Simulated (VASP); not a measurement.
Calculation: PBE GGA with D3 dispersion (zero damping), VASP's PBE PAW potentials (set 64) (plane waves; VASP).

The input files of a VASP run:

### KPOINTS
```
Automatic mesh
0
Gamma
10 10 3
0 0 0
```

**INCAR**
```
SYSTEM = La
PREC = Accurate
ENCUT = 520
EDIFF = 1E-7
NELM = 100
ALGO = Normal
LREAL = .FALSE.
LASPH = .TRUE.
ISMEAR = 1
SIGMA = 0.1
GGA = PE
IVDW = 11
LMAXMIX = 6
LWAVE = .FALSE.
LCHARG = .FALSE.
ISIF = 4
IBRION = 2
NSW = 30
EDIFFG = -0.01
```

POSCAR:
```
La
1.0
  1.8198216577  -3.1520237805   0.0000000000
  1.8198216577   3.1520237805   0.0000000000
  0.0000000000   0.0000000000  11.6142134476
La
4
Direct
  0.0000000000   0.0000000000   0.5000000000
  0.0000000000   0.0000000000   0.0000000000
  0.3333330000   0.6666670000   0.2500000000
  0.6666670000   0.3333330000   0.7500000000
```

POTCAR, in this order: La (PBE.64 set). Program: vasp_std.

The run wrote:

OUTCAR:
```
 ion  position               nearest neighbor table
   1  0.000  0.000  0.500-   3 3.58   4 3.58   4 3.58   3 3.58   4 3.58   3 3.58
   2  0.000  0.000  0.000-   3 3.58   4 3.58   4 3.58   3 3.58   4 3.58   3 3.58
   3  0.333  0.667  0.250-   1 3.58   2 3.58   1 3.58   2 3.58   1 3.58   2 3.58
   4  0.667  0.333  0.750-   1 3.58   2 3.58   1 3.58   2 3.58   1 3.58   2 3.58
  LATTYP: Found a hexagonal cell.
 ALAT       =     3.6396434961
 C/A-ratio  =     3.1910305117
 Subroutine PRICEL returns:
 Original cell was already a primitive cell.
 Subroutine GETGRP returns: Found 24 space group operations
The static configuration has the point symmetry D_3d.
 The point group associated with its full space group is D_6h.
The dynamic configuration has the point symmetry D_3d.
 Subroutine INISYM returns: Found 24 space group operations
 Subroutine IBZKPT returns following result:
 Found     28 irreducible k-points:

 Following reciprocal coordinates:
            Coordinates               Weight
  0.000000  0.000000  0.000000      1.000000
  0.100000  0.000000  0.000000      6.000000
  0.200000  0.000000  0.000000      6.000000
  0.300000 -0.000000  0.000000      6.000000
  0.400000 -0.000000  0.000000      6.000000
...
```

### OSZICAR
```
       N       E                     dE             d eps       ncg     rms          rms(c)
DAV:   1     0.567335665599E+03    0.56734E+03   -0.14825E+04  1464   0.235E+03
DAV:   2     0.113775459136E+03   -0.45356E+03   -0.44830E+03  2224   0.461E+02
DAV:   3    -0.300222898689E+01   -0.11678E+03   -0.11572E+03  2722   0.286E+02
DAV:   4    -0.171604659875E+02   -0.14158E+02   -0.13983E+02  2686   0.100E+02
DAV:   5    -0.191436427440E+02   -0.19832E+01   -0.19236E+01  2832   0.333E+01    0.569E+00
DAV:   6    -0.193383602122E+02   -0.19472E+00   -0.25959E+00  2784   0.123E+01    0.291E+00
DAV:   7    -0.193598690242E+02   -0.21509E-01   -0.42391E-01  2760   0.460E+00    0.665E-01
DAV:   8    -0.193717342338E+02   -0.11865E-01   -0.89531E-02  2872   0.182E+00    0.233E-01
DAV:   9    -0.193749747567E+02   -0.32405E-02   -0.17504E-02  2792   0.648E-01    0.160E-01
DAV:  10    -0.193767555125E+02   -0.17808E-02   -0.80958E-03  2480   0.573E-01    0.547E-02
DAV:  11    -0.193768253738E+02   -0.69861E-04   -0.10008E-03  2904   0.219E-01    0.391E-02
DAV:  12    -0.193768248551E+02    0.51874E-06   -0.18828E-04  2712   0.671E-02    0.159E-02
DAV:  13    -0.193768287320E+02   -0.38769E-05   -0.43402E-05  2608   0.373E-02    0.376E-03
DAV:  14    -0.193768270236E+02    0.17084E-05   -0.91918E-06  2624   0.179E-02    0.227E-03
DAV:  15    -0.193768269852E+02    0.38472E-07   -0.14495E-06  1512   0.566E-03    0.437E-04
DAV:  16    -0.193768269985E+02   -0.13348E-07   -0.25193E-07  1472   0.501E-03
   1 F= -.20905561E+02 E0= -.20905021E+02  d E =-.209056E+02
       N       E                     dE             d eps       ncg     rms          rms(c)
DAV:   1    -0.193776691535E+02   -0.84217E-03   -0.73654E-02  2164   0.497E+00    0.131E-01
DAV:   2    -0.193771426276E+02    0.52653E-03   -0.24579E-03  2532   0.582E-01    0.710E-02
DAV:   3    -0.193769358304E+02    0.20680E-03   -0.11251E-03  2616   0.352E-01    0.182E-02
DAV:   4    -0.193769367360E+02   -0.90562E-06   -0.65325E-05  2528   0.763E-02    0.113E-02
DAV:   5    -0.193769370476E+02   -0.31161E-06   -0.49104E-06  2624   0.197E-02    0.612E-03
DAV:   6    -0.193769371504E+02   -0.10273E-06   -0.12056E-06  2032   0.893E-03    0.616E-04
DAV:   7    -0.193769371311E+02    0.19265E-07   -0.13385E-07  1208   0.639E-03
   2 F= -.20905785E+02 E0= -.20905280E+02  d E =-.223845E-03
       N       E                     dE             d eps       ncg     rms          rms(c)
DAV:   1    -0.193783049746E+02   -0.13678E-02   -0.14187E-01  2122   0.690E+00    0.182E-01
DAV:   2    -0.193772995577E+02    0.10054E-02   -0.47334E-03  2520   0.806E-01    0.986E-02
DAV:   3    -0.193769007906E+02    0.39877E-03   -0.21679E-03  2616   0.490E-01    0.253E-02
DAV:   4    -0.193769022275E+02   -0.14370E-05   -0.12323E-04  2520   0.106E-01    0.156E-02
DAV:   5    -0.193769029952E+02   -0.76769E-06   -0.93280E-06  2768   0.268E-02    0.799E-03
DAV:   6    -0.193769032197E+02   -0.22451E-06   -0.23978E-06  2384   0.116E-02    0.878E-04
DAV:   7    -0.193769031931E+02    0.26594E-07   -0.19284E-07  1346   0.503E-03
   3 F= -.20905929E+02 E0= -.20905497E+02  d E =-.367710E-03
```

### OUTCAR
```
------------------------ aborting loop because EDIFF is reached ----------------------------------------
 Edisp (eV)   -1.52903
  FORCE on cell =-STRESS in cart. coord.  units (eV):
  Direction    XX          YY          ZZ          XY          YZ          ZX
  --------------------------------------------------------------------------------------
  Total       0.88057     0.88057     0.86079     0.00000     0.00000     0.00000
  in kB      10.58859    10.58859    10.35074     0.00000     0.00000     0.00000
  external pressure =       10.51 kB  Pullay stress =        0.00 kB
  volume of cell :      133.24
      direct lattice vectors                 reciprocal lattice vectors
     1.823060550 -3.157633719  0.000000000     0.274264066 -0.158346422  0.000000000
     1.823060550  3.157633719  0.000000000     0.274264066  0.158346422  0.000000000
    -0.000000000  0.000000000 11.572981890     0.000000000  0.000000000  0.086408154
 POSITION                                       TOTAL-FORCE (eV/Angst)
 -----------------------------------------------------------------------------------
     -0.00000      0.00000      5.78649         0.000000      0.000000     -0.000000
      0.00000      0.00000      0.00000         0.000000      0.000000     -0.000000
      1.82306      1.05255      2.89325        -0.000000     -0.000000      0.000000
      1.82306     -1.05255      8.67974        -0.000000      0.000000      0.000000
 -----------------------------------------------------------------------------------
    total drift:                                0.000000      0.000000      0.000000
  FREE ENERGIE OF THE ION-ELECTRON SYSTEM (eV)
  ---------------------------------------------------
  free  energy   TOTEN  =       -20.9059285527 eV

  energy  without entropy=      -20.9046346999  energy(sigma->0) =      -20.90549727

 reached required accuracy - stopping structural energy minimisation
```
(Selected blocks of OUTCAR.)

File CONTCAR:
```
La
   1.00000000000000
     1.8230605503913053   -3.1576337188418044    0.0000000000000000
     1.8230605503913053    3.1576337188418044    0.0000000000000000
    -0.0000000000000000    0.0000000000000000   11.5729818901596939
  La
     4
Direct
     0.0000000000000000    0.0000000000000000    0.5000000000000000
     0.0000000000000000    0.0000000000000000    0.0000000000000000
     0.3333330000000032    0.6666669999999968    0.2500000000000000
     0.6666669999999968    0.3333330000000032    0.7500000000000000
```

The compound is La in the dhcp structure. This cell is one point of a volume scan, at 0.97 of the reference volume. Symmetry was kept, so distortions that lower it aren't found.
